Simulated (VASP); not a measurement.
Computed with optB86b-vdW, VASP's PBE PAW potentials (set 64) (plane waves; VASP).

A VASP calculation is set up with these files.

### POSCAR
```
CaO
1
    0.0000000000     2.4050000000     2.4050000000
    2.4050000000     0.0000000000     2.4050000000
    2.4050000000     2.4050000000     0.0000000000
Ca O
1 1
Direct
  0.0000000000   0.0000000000   0.0000000000
  0.5000000000   0.5000000000   0.5000000000
```

INCAR:
```
SYSTEM=CaO
PREC=Accurate; ENCUT=520; LREAL=.FALSE.
LASPH=.TRUE.
EDIFF=1E-6; NELM=100; ALGO=Normal
ISMEAR=0; SIGMA=0.05
GGA=MK; LUSE_VDW=.TRUE.; AGGAC=0.0
PARAM1=0.1234; PARAM2=1.0
IBRION=2; NSW=60; ISIF=3
EDIFFG=-0.01
LWAVE=.FALSE.; LCHARG=.FALSE.
```

File KPOINTS:
```
Automatic mesh
0
Gamma
9 9 9
0 0 0
```

POTCAR, in this order: Ca_sv O (PBE.64 set). Program: vasp_std.

The resulting files:

**OSZICAR**
```
       N       E                     dE             d eps       ncg     rms          rms(c)
DAV:   1     0.137109605057E+03    0.13711E+03   -0.86887E+03   848   0.135E+03
DAV:   2    -0.427870165930E+01   -0.14139E+03   -0.13431E+03   980   0.333E+02
DAV:   3    -0.106959393824E+02   -0.64172E+01   -0.63709E+01  1096   0.751E+01
DAV:   4    -0.108691251585E+02   -0.17319E+00   -0.17307E+00  1164   0.112E+01
DAV:   5    -0.108720204600E+02   -0.28953E-02   -0.28952E-02  1060   0.131E+00    0.854E+00
DAV:   6    -0.921370225311E+01    0.16583E+01   -0.87922E+00   972   0.276E+01    0.366E+00
DAV:   7    -0.916902708857E+01    0.44675E-01   -0.72289E-01  1144   0.831E+00    0.173E+00
DAV:   8    -0.916577105687E+01    0.32560E-02   -0.81800E-02   880   0.321E+00    0.422E-01
DAV:   9    -0.916379398427E+01    0.19771E-02   -0.23305E-02  1076   0.124E+00    0.132E-01
DAV:  10    -0.916424353179E+01   -0.44955E-03   -0.20481E-03   876   0.477E-01    0.250E-02
DAV:  11    -0.916427507869E+01   -0.31547E-04   -0.27119E-04  1176   0.143E-01    0.233E-02
DAV:  12    -0.916426852965E+01    0.65490E-05   -0.32544E-05  1012   0.656E-02    0.513E-03
DAV:  13    -0.916426804483E+01    0.48482E-06   -0.34683E-06  1036   0.169E-02
   1 F= -.91642680E+01 E0= -.91642680E+01  d E =-.916427E+01
       N       E                     dE             d eps       ncg     rms          rms(c)
DAV:   1    -0.917962938792E+01   -0.15361E-01   -0.38214E-01   916   0.748E+00    0.830E-01
DAV:   2    -0.916720216609E+01    0.12427E-01   -0.47298E-02   924   0.212E+00    0.319E-01
DAV:   3    -0.916490149772E+01    0.23007E-02   -0.56057E-03  1436   0.979E-01    0.124E-01
DAV:   4    -0.916465375800E+01    0.24774E-03   -0.21374E-03  1340   0.430E-01    0.391E-02
DAV:   5    -0.916466877523E+01   -0.15017E-04   -0.20037E-05  1032   0.522E-02    0.356E-02
DAV:   6    -0.916477997844E+01   -0.11120E-03   -0.12723E-04  1352   0.650E-02    0.145E-02
DAV:   7    -0.916478877514E+01   -0.87967E-05   -0.94695E-06  1384   0.292E-02    0.249E-03
DAV:   8    -0.916478805309E+01    0.72205E-06   -0.32154E-07   548   0.501E-03
   2 F= -.91647881E+01 E0= -.91647881E+01  d E =-.520008E-03
       N       E                     dE             d eps       ncg     rms          rms(c)
DAV:   1    -0.916619424734E+01   -0.14055E-02   -0.33534E-02   908   0.223E+00    0.245E-01
DAV:   2    -0.916511633816E+01    0.10779E-02   -0.41638E-03   932   0.628E-01    0.944E-02
DAV:   3    -0.916491752082E+01    0.19882E-03   -0.49183E-04  1436   0.288E-01    0.368E-02
DAV:   4    -0.916489386038E+01    0.23660E-04   -0.19171E-04  1344   0.128E-01    0.119E-02
DAV:   5    -0.916489487226E+01   -0.10119E-05   -0.17369E-06   952   0.153E-02    0.111E-02
DAV:   6    -0.916490078897E+01   -0.59167E-05   -0.10415E-05  1324   0.187E-02    0.466E-03
DAV:   7    -0.916490020090E+01    0.58807E-06   -0.68793E-07   636   0.996E-03
   3 F= -.91649002E+01 E0= -.91649002E+01  d E =-.632156E-03
```

**OUTCAR**
```
------------------------ aborting loop because EDIFF is reached ----------------------------------------
  FORCE on cell =-STRESS in cart. coord.  units (eV):
  Direction    XX          YY          ZZ          XY          YZ          ZX
  --------------------------------------------------------------------------------------
  Total        0.0012312      0.0012312      0.0012312     -0.0000000      0.0000000     -0.0000000
  in kB        0.0714719      0.0714719      0.0714719     -0.0000000      0.0000000     -0.0000000
  external PRESSURE =       0.0714719 kB  Pullay stress =       0.0000000 kB
  volume of cell :       27.60
      direct lattice vectors                 reciprocal lattice vectors
    -0.000000000  2.398571448  2.398571448    -0.208457413  0.208457413  0.208457413
     2.398571448 -0.000000000  2.398571448     0.208457413 -0.208457413  0.208457413
     2.398571448  2.398571448 -0.000000000     0.208457413  0.208457413 -0.208457413
  FREE ENERGIE OF THE ION-ELECTRON SYSTEM (eV)
  ---------------------------------------------------
  free  energy   TOTEN  =        -9.1649002009 eV

  energy  without entropy=       -9.1649002009  energy(sigma->0) =       -9.16490020

 reached required accuracy - stopping structural energy minimisation
```
(Selected blocks of OUTCAR.)

### CONTCAR
```
CaO
   1.00000000000000
    -0.0000000000000000    2.3985714481480924    2.3985714481480924
     2.3985714481480924   -0.0000000000000000    2.3985714481480924
     2.3985714481480924    2.3985714481480924   -0.0000000000000000
  Ca              O
     1     1
Direct
     0.0000000000000000    0.0000000000000000    0.0000000000000000
     0.5000000000000000    0.5000000000000000    0.5000000000000000
```

The compound is CaO in the rock salt structure. This run relaxes it. Symmetry was kept, so distortions that lower it aren't found.
